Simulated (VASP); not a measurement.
# Rb2Mg (C2/m) in VASP: reference runs

Aim: a first look at Rb2Mg with PBE, on the cell as given and on a disturbed one.

Program: VASP 6.6.1. These are calculated values, not measurements. Logs are shortened: lines on timing, memory, paths and dates and some standing lists are left out, and cuts for length are marked.

## (1) Starting point

It takes space group C2/m (No. 12, monoclinic). Conventional cell: a = 15.393 Å, b = 4.647 Å, c = 11.187 Å, α = 90.00°, β = 112.01°, γ = 90.00°. Around Rb (site symmetry m) lie 2 Rb at 4.10 to 4.45 Å and 4 Mg at 4.13 to 4.44 Å. Rb (site symmetry m) has 3 Mg at 4.10 to 4.38 Å and 1 Rb at 4.45 Å as nearest neighbours. Around Mg (site symmetry m) lie 2 Mg at 3.10 Å.

The cell comes from a database or a generator and needn't be the stable form of this composition.

## (2) Single point, PBE

The input, INCAR:

```
SYSTEM = Rb2Mg
PREC     = Accurate       ! precision mode
ENCUT    = 520            ! plane-wave cutoff, eV
EDIFF    = 1E-7           ! SCF threshold, eV
ISMEAR   = -1             ! smearing method
SIGMA    = 0.05           ! smearing width, eV
LREAL    = .FALSE.        ! projectors in reciprocal space
LASPH    = .TRUE.         ! aspherical terms in the spheres
NELM     = 80             ! most SCF steps
ALGO     = Normal         ! electronic algorithm
ISIF     = 2              ! what is computed and relaxed
LWAVE    = .FALSE.        ! write WAVECAR
LCHARG   = .FALSE.        ! write CHGCAR
GGA      = PE             ! functional
NBANDS   = 29             ! bands
```

The input, KPOINTS:

```
Automatic mesh
0
G
  6 6 3
  0 0 0
```

The input, POSCAR:

```
Rb2Mg
1.0
    7.6967060000     -2.3235540000      0.0000000000
    7.6967060000      2.3235540000      0.0000000000
   -4.1921990000      0.0000000000     10.3714440000
Rb Mg
4 2
Direct
    0.4824420000      0.4824420000      0.3090370000
    0.5175580000      0.5175580000      0.6909630000
    0.8295100000      0.8295100000      0.8630080000
    0.1704900000      0.1704900000      0.1369920000
    0.7981640000      0.7981640000      0.4569700000
    0.2018360000      0.2018360000      0.5430300000
```

Potentials or basis: VASP PAW PBE potentials, release 64 (Rb_sv, Mg).

Run with:

```bash
cat potpaw_PBE.64/Rb_sv/POTCAR potpaw_PBE.64/Mg/POTCAR > POTCAR
mpirun -np 1 vasp_std > vasp.out
```

OUTCAR:

```text
SYSTEM = Rb2Mg
   PREC = Accurate
   ENCUT = 520
   EDIFF = 1E-7
   ISMEAR = -1
   LREAL = .FALSE.
   LASPH = .TRUE.
   NELM = 80
   ISIF = 2
   GGA = PE

 ion  position               nearest neighbor table
   1  0.482  0.482  0.309-   2 4.10   6 4.13   6 4.13   5 4.44   5 4.44   4 4.45   5 4.51   4 4.65
                             4 4.65   3 5.20   3 5.20
   2  0.518  0.518  0.691-   1 4.10   5 4.13   5 4.13   6 4.44   6 4.44   3 4.45   6 4.51   3 4.65
                             3 4.65   4 5.20   4 5.20
   3  0.830  0.830  0.863-   6 4.10   6 4.10   5 4.38   2 4.45   2 4.65   2 4.65   4 4.99   4 5.14
                             4 5.14   1 5.20   1 5.20
   4  0.170  0.170  0.137-   5 4.10   5 4.10   6 4.38   1 4.45   1 4.65   1 4.65   3 4.99   3 5.14
                             3 5.14   2 5.20   2 5.20
   5  0.798  0.798  0.457-   6 3.10   6 3.10   4 4.10   4 4.10   2 4.13   2 4.13   3 4.38   1 4.44
                             1 4.44   1 4.51
   6  0.202  0.202  0.543-   5 3.10   5 3.10   3 4.10   3 4.10   1 4.13   1 4.13   4 4.38   2 4.44
                             2 4.44   2 4.51

  LATTYP: Found a base centered monoclinic cell.
 ALAT       =    15.3934120000
 B/A-ratio  =     0.3018894057
 C/A-ratio  =     0.7267174389
 COS(beta)  =    -0.3747498043

  Lattice vectors:

 A1 = (   7.6967060000,  -2.3235540000,   0.0000000000)
 A2 = (   7.6967060000,   2.3235540000,   0.0000000000)
 A3 = (  -4.1921990000,   0.0000000000,  10.3714440000)

Analysis of symmetry for initial positions (statically):
=====================================================================
 Subroutine PRICEL returns:
 Original cell was already a primitive cell.

 Routine SETGRP: Setting up the symmetry group for a
 base centered monoclinic supercell.

 Subroutine GETGRP returns: Found  4 space group operations
 (whereof  4 operations were pure point group operations)
 out of a pool of  4 trial point group operations.

The static configuration has the point symmetry C_2h.

Analysis of symmetry for dynamics (positions and initial velocities):
=====================================================================
 Subroutine PRICEL returns:
 Original cell was already a primitive cell.

 Routine SETGRP: Setting up the symmetry group for a
 base centered monoclinic supercell.

 Subroutine GETGRP returns: Found  4 space group operations
 (whereof  4 operations were pure point group operations)
 out of a pool of  4 trial point group operations.

The dynamic configuration has the point symmetry C_2h.

[... 108 lines left out ...]
   EDIFFG = 0.1E-05   stopping-criterion for IOM
   NSW    =      0    number of steps for IOM
   IBRION =     -1    ionic relax: 0-MD 1-quasi-New 2-CG
   NFREE  =      0    steps in history (QN), initial steepest desc. (CG)
   ISIF   =      2    stress and relaxation
   ISYM   =      2    0-nonsym 1-usesym 2-fastsym
   POTIM  = 0.5000    time-step for ionic-motion
   TEBEG  =    0.0;   TEEND  =   0.0 temperature during run
   PSTRESS=    0.0 pullay stress
   NELECT =      40.0000    total number of electrons
   NUPDOWN=      -1.0000    fix difference up-down
   EMIN   =  10.00;   EMAX   =-10.00  energy-range for DOS
   EFERMI =   0.00;   METHOD = LEGACY
   ISMEAR =    -1;   SIGMA  =   0.05  broadening in eV -4-tet -1-fermi 0-gaus
   EFERMI_NEDOS =   21; number of points for ismear=-14 and -15
   IALGO  =     38    algorithm
   IMIX   =      4    mixing-type and parameters
     AMIX     =   0.40;   BMIX     =  1.00
     AMIX_MAG =   1.60;   BMIX_MAG =  1.00
  volume/ion in A,a.u.               =      61.83       417.23
  Fermi-wavevector in a.u.,A,eV,Ry     =   0.779206  1.472487  8.260950  0.607163
  Thomas-Fermi vector in A             =   1.882262
   LORBIT       =      0    0 simple, 1 ext, 2 COOP (PROOUT), +10 PAW based schemes
   GGA     = PE    functional components
   LHFCALC =     F    Hartree Fock is set to
   AEXX    =    0.0000 exact exchange contribution
   IVDW    =     0    specifies the selected vdW correction
   LEPSILON=     F    determine dielectric tensor
   LRPA    =     F    only Hartree local field effects (RPA)
 non-spin polarized calculation
  energy-cutoff  :      520.00
  volume of cell :      370.96
 maximum number of plane-waves:     10024
   NGX = 29   NGY = 29   NGZ = 41

 number of electron      40.0000000 magnetization

 Free energy of the ion-electron system (eV)
  ---------------------------------------------------
  ext. energy  EPLUGINS =         0.00000000
  ---------------------------------------------------
  free energy    TOTEN  =        -5.83493008 eV

  energy without entropy =       -5.79443297  energy(sigma->0) =       -5.81468153

 E-fermi :   0.4516     XC(G=0):  -6.1698

 val. band max:        0.4453099371   @ k =   0.0000   0.0000   0.0000
 cond. band min:       0.4595485727   @ k =   0.5000   0.0000   0.0000
 fundamental gap:      0.0142386355
 Fermi energy:         0.4516285804

 k-point     1 :       0.0000    0.0000    0.0000
  band No.  band energies     occupation
      1     -28.2597      2.00000
      2     -28.2578      2.00000
      3     -28.1809      2.00000
      4     -28.1713      2.00000
      5     -12.4369      2.00000
      6     -12.3987      2.00000
[... 757 lines left out ...]
     28       2.4614      0.00000
     29       2.7227      0.00000

 [... further k-points ...]

------------------------ aborting loop because EDIFF is reached ----------------------------------------

  FORCE on cell =-STRESS in cart. coord.  units (eV):
  Direction    XX          YY          ZZ          XY          YZ          ZX
  --------------------------------------------------------------------------------------
  -------------------------------------------------------------------------------------
  Total       -0.1780229      0.2400152     -0.1380495      0.0000000      0.0000000     -0.1414671
  in kB       -0.7688818      1.0366270     -0.5962365      0.0000000      0.0000000     -0.6109971
  external PRESSURE =      -0.1094971 kB  Pullay stress =       0.0000000 kB

 VOLUME and BASIS-vectors are now :
 -----------------------------------------------------------------------------
  energy-cutoff  :      520.00
  volume of cell :      370.96
      direct lattice vectors                 reciprocal lattice vectors
     7.696706000 -2.323554000  0.000000000     0.064962856 -0.215187596  0.026258370
     7.696706000  2.323554000  0.000000000     0.064962856  0.215187596  0.026258370
    -4.192199000  0.000000000 10.371444000     0.000000000  0.000000000  0.096418589

 POSITION                                       TOTAL-FORCE (eV/Angst)
 -----------------------------------------------------------------------------------
      6.13088      0.00000      3.20516        -0.017349      0.000000      0.021347
      5.07033      0.00000      7.16628         0.017349      0.000000     -0.021347
      9.15109      0.00000      8.95064        -0.023477      0.000000     -0.029196
      2.05013      0.00000      1.42080         0.023477      0.000000      0.029196
     10.37076      0.00000      4.73944         0.027568      0.000000     -0.005700
      0.83045      0.00000      5.63201        -0.027568      0.000000      0.005700
 -----------------------------------------------------------------------------------
    total drift:                                0.000000      0.000000     -0.000000

  FREE ENERGIE OF THE ION-ELECTRON SYSTEM (eV)
  ---------------------------------------------------
  free  energy   TOTEN  =        -5.8349300810 eV

  energy  without entropy=       -5.7944329729  energy(sigma->0) =       -5.81468153
```

OSZICAR:

```text
N       E                     dE             d eps       ncg     rms          rms(c)
DAV:   1     0.267672146400E+03    0.26767E+03   -0.15006E+04  1972   0.106E+03
DAV:   2     0.264006429797E+02   -0.24127E+03   -0.23648E+03  2646   0.220E+02
DAV:   3    -0.503900484737E+01   -0.31440E+02   -0.31324E+02  2894   0.719E+01
DAV:   4    -0.606850637545E+01   -0.10295E+01   -0.10266E+01  2644   0.146E+01
DAV:   5    -0.611006526821E+01   -0.41559E-01   -0.41555E-01  2935   0.246E+00    0.328E+00
DAV:   6    -0.586215878448E+01    0.24791E+00   -0.68897E-01  2228   0.158E+00    0.208E+00
DAV:   7    -0.583423711265E+01    0.27922E-01   -0.32433E-01  2396   0.106E+00    0.839E-01
DAV:   8    -0.583871274036E+01   -0.44756E-02   -0.90467E-02  2152   0.773E-01    0.180E-01
DAV:   9    -0.583474388865E+01    0.39689E-02   -0.26569E-02  2172   0.361E-01    0.557E-02
DAV:  10    -0.583491355052E+01   -0.16966E-03   -0.16132E-03  2831   0.143E-01    0.295E-02
DAV:  11    -0.583493166221E+01   -0.18112E-04   -0.15606E-04  2338   0.444E-02    0.146E-02
DAV:  12    -0.583492821786E+01    0.34443E-05   -0.41830E-05  2270   0.196E-02    0.594E-03
DAV:  13    -0.583493016580E+01   -0.19479E-05   -0.43028E-06  2322   0.963E-03    0.177E-03
DAV:  14    -0.583493008103E+01    0.84765E-07   -0.66882E-07  2598   0.336E-03
   1 F= -.58349301E+01 E0= -.58146815E+01  d E =-.404971E-01
```

stdout:

```text
POSCAR found type information on POSCAR RbMg
 POSCAR found :  2 types and       6 ions
 scaLAPACK will be used
 LDA part: xc-table for (Slater+PW92), standard interpolation
 POSCAR, INCAR and KPOINTS ok, starting setup
 FFT: planning ... GRIDC
 FFT: planning ... GRID_SOFT
 FFT: planning ... GRID
 WAVECAR not read
 entering main loop
```

Wall time 9.9 min (1 thread of Intel Xeon Platinum 8375C at 2.90GHz (Ice Lake), shared host); peak memory 0.83 GiB.

What came out:

| Item | Value |
| --- | --- |
| Free energy | -5.8349 eV |
| Pressure | 0.0 GPa |
| Largest force | 0.037 eV/Å |
| Band gap on the k mesh | none (metal or under the smearing width) |

Forces in eV/Å, atoms in the order of the input:
```
Rb  -0.017  0.000  0.021
Rb   0.017  0.000 -0.021
Rb  -0.023  0.000 -0.029
Rb   0.023  0.000  0.029
Mg   0.028  0.000 -0.006
Mg  -0.028  0.000  0.006
```

Levels at points of the mesh, in eV from the Fermi level:
```
           k point  band 16  band 17  band 18  band 19  band 20  band 21  band 22  band 23  band 24  band 25
(0.00, 0.00, 0.00)   -12.66    -3.89    -1.40    -1.31    -0.74    -0.01     0.57     0.94     1.75     1.97
(0.50, 0.00, 0.00)   -12.67    -2.17    -2.16    -0.02     0.01     0.28     0.52     0.71     0.85     1.22
(0.50, 0.50, 0.00)   -12.66    -3.70    -1.96    -1.21    -0.81     0.31     0.31     1.48     1.54     2.02
```

## (3) Single point, PBE (atoms moved at random, drawn with an rms of 0.05 Å)

The input, INCAR:

```
PREC = Accurate ; ENCUT = 520
EDIFF = 1E-7 ; ISMEAR = -1
SIGMA = 0.05 ; LREAL = F
LASPH = T ; NELM = 80
ALGO = Normal ; ISIF = 2
LWAVE = F ; LCHARG = T
GGA = PE ; LELF = T
LVHAR = T ; NBANDS = 29
```

The input, KPOINTS:

```
regular mesh
0
Gamma
  6 6 3
```

The input, POSCAR:

```
Rb2Mg
1.0
    7.6967060000     -2.3235540000      0.0000000000
    7.6967060000      2.3235540000      0.0000000000
   -4.1921990000      0.0000000000     10.3714440000
Rb Mg
4 2
Direct
    0.4805720000      0.4817660000      0.3096490000
    0.5288810000      0.5136630000      0.6849460000
    0.8314280000      0.8287350000      0.8610740000
    0.1717550000      0.1668200000      0.1402760000
    0.7975520000      0.8040760000      0.4629700000
    0.2057050000      0.1998770000      0.5443930000
```

Potentials or basis: VASP PAW PBE potentials, release 64 (Rb_sv, Mg).

Run with:

```bash
cat potpaw_PBE.64/Rb_sv/POTCAR potpaw_PBE.64/Mg/POTCAR > POTCAR
mpirun -np 1 vasp_std > vasp.out
```

OUTCAR:

```text
PREC = Accurate
   ENCUT = 520
   EDIFF = 1E-7
   ISMEAR = -1
   LREAL = F
   LASPH = T
   NELM = 80
   ISIF = 2
   GGA = PE

 ion  position               nearest neighbor table
   1  0.481  0.482  0.310-   2 4.01   6 4.14   6 4.16   5 4.42   5 4.44   4 4.45   5 4.56   4 4.63
                             4 4.64   3 5.22   3 5.22
   2  0.529  0.514  0.685-   1 4.01   5 4.07   5 4.12   6 4.34   6 4.37   3 4.41   6 4.55   3 4.71
                             3 4.74   4 5.27   4 5.29
   3  0.831  0.829  0.861-   6 4.07   6 4.08   5 4.30   2 4.41   2 4.71   2 4.74   4 4.98   4 5.20
                             4 5.21   1 5.22   1 5.22
   4  0.172  0.167  0.140-   5 4.11   5 4.14   6 4.35   1 4.45   1 4.63   1 4.64   3 4.98   3 5.20
                             3 5.21   2 5.27   2 5.29
   5  0.798  0.804  0.463-   6 3.07   6 3.11   2 4.07   4 4.11   2 4.12   4 4.14   3 4.30   1 4.42
                             1 4.44   1 4.56
   6  0.206  0.200  0.544-   5 3.07   5 3.11   3 4.07   3 4.08   1 4.14   1 4.16   2 4.34   4 4.35
                             2 4.37   2 4.55

  LATTYP: Found a base centered monoclinic cell.
 ALAT       =    15.3934120000
 B/A-ratio  =     0.3018894057
 C/A-ratio  =     0.7267174389
 COS(beta)  =    -0.3747498043

  Lattice vectors:

 A1 = (   7.6967060000,  -2.3235540000,   0.0000000000)
 A2 = (   7.6967060000,   2.3235540000,   0.0000000000)
 A3 = (  -4.1921990000,   0.0000000000,  10.3714440000)

Analysis of symmetry for initial positions (statically):
=====================================================================
 Subroutine PRICEL returns:
 Original cell was already a primitive cell.

 Routine SETGRP: Setting up the symmetry group for a
 base centered monoclinic supercell.

 Subroutine GETGRP returns: Found  1 space group operations
 (whereof  1 operations were pure point group operations)
 out of a pool of  4 trial point group operations.

The static configuration has the point symmetry C_1 .

Analysis of symmetry for dynamics (positions and initial velocities):
=====================================================================
[... 142 lines left out ...]
   LORBIT       =      0    0 simple, 1 ext, 2 COOP (PROOUT), +10 PAW based schemes
   GGA     = PE    functional components
   LHFCALC =     F    Hartree Fock is set to
   AEXX    =    0.0000 exact exchange contribution
   IVDW    =     0    specifies the selected vdW correction
   LEPSILON=     F    determine dielectric tensor
   LRPA    =     F    only Hartree local field effects (RPA)
 non-spin polarized calculation
  energy-cutoff  :      520.00
  volume of cell :      370.96
 maximum number of plane-waves:     10024
   NGX = 29   NGY = 29   NGZ = 41

 number of electron      40.0000000 magnetization

 Free energy of the ion-electron system (eV)
  ---------------------------------------------------
  ext. energy  EPLUGINS =         0.00000000
  ---------------------------------------------------
  free energy    TOTEN  =        -5.83299654 eV

  energy without entropy =       -5.79344485  energy(sigma->0) =       -5.81322070

 E-fermi :   0.4532     XC(G=0):  -6.1655

 val. band max:        0.4528991158   @ k =  -0.1667   0.3333   0.3333
 cond. band min:       0.4561177928   @ k =   0.5000   0.3333   0.3333
 fundamental gap:      0.0032186770
 Fermi energy:         0.4531534846

 k-point     1 :       0.0000    0.0000    0.0000
  band No.  band energies     occupation
      1     -28.2735      2.00000
      2     -28.2497      2.00000
      3     -28.1951      2.00000
      4     -28.1582      2.00000
      5     -12.4451      2.00000
      6     -12.4093      2.00000
[... 757 lines left out ...]
     28       2.4983      0.00000
     29       2.8597      0.00000

 [... further k-points ...]

------------------------ aborting loop because EDIFF is reached ----------------------------------------

  FORCE on cell =-STRESS in cart. coord.  units (eV):
  Direction    XX          YY          ZZ          XY          YZ          ZX
  --------------------------------------------------------------------------------------
  -------------------------------------------------------------------------------------
  Total       -0.1318318      0.2272115     -0.0115227     -0.0238878      0.0223321     -0.1464437
  in kB       -0.5693823      0.9813276     -0.0497668     -0.1031715      0.0964522     -0.6324909
  external PRESSURE =       0.1207262 kB  Pullay stress =       0.0000000 kB

 VOLUME and BASIS-vectors are now :
 -----------------------------------------------------------------------------
  energy-cutoff  :      520.00
  volume of cell :      370.96
      direct lattice vectors                 reciprocal lattice vectors
     7.696706000 -2.323554000  0.000000000     0.064962856 -0.215187596  0.026258370
     7.696706000  2.323554000  0.000000000     0.064962856  0.215187596  0.026258370
    -4.192199000  0.000000000 10.371444000     0.000000000  0.000000000  0.096418589

 POSITION                                       TOTAL-FORCE (eV/Angst)
 -----------------------------------------------------------------------------------
      6.10872      0.00277      3.21151        -0.011437      0.000264     -0.004239
      5.15272     -0.03536      7.10388        -0.013200      0.008988      0.041201
      9.16799     -0.00626      8.93058        -0.003578     -0.001496     -0.011745
      2.01785     -0.01147      1.45486         0.038161      0.003788      0.024574
     10.38640      0.01516      4.80167         0.026620     -0.044552     -0.038123
      0.83944     -0.01354      5.64614        -0.036566      0.033008     -0.011669
 -----------------------------------------------------------------------------------
    total drift:                               -0.000009     -0.000010     -0.000023

  FREE ENERGIE OF THE ION-ELECTRON SYSTEM (eV)
  ---------------------------------------------------
  free  energy   TOTEN  =        -5.8329965436 eV

  energy  without entropy=       -5.7934448493  energy(sigma->0) =       -5.81322070
```

It took 13 min on 1 thread of Intel Xeon Platinum 8375C at 2.90GHz (Ice Lake), shared host; peak memory 0.94 GiB.

Results:

- Free energy: -5.8330 eV
- Pressure: 0.0 GPa
- Largest force: 0.064 eV/Å
- Band gap on the k mesh: none (metal or under the smearing width)

Forces on the atoms (eV/Å):
```
Rb  -0.011  0.000 -0.004
Rb  -0.013  0.009  0.041
Rb  -0.004 -0.001 -0.012
Rb   0.038  0.004  0.025
Mg   0.027 -0.045 -0.038
Mg  -0.037  0.033 -0.012
```

Stress tensor (GPa, compression positive):
```
-0.06 -0.01 -0.06
-0.01  0.10  0.01
-0.06  0.01  0.00
```
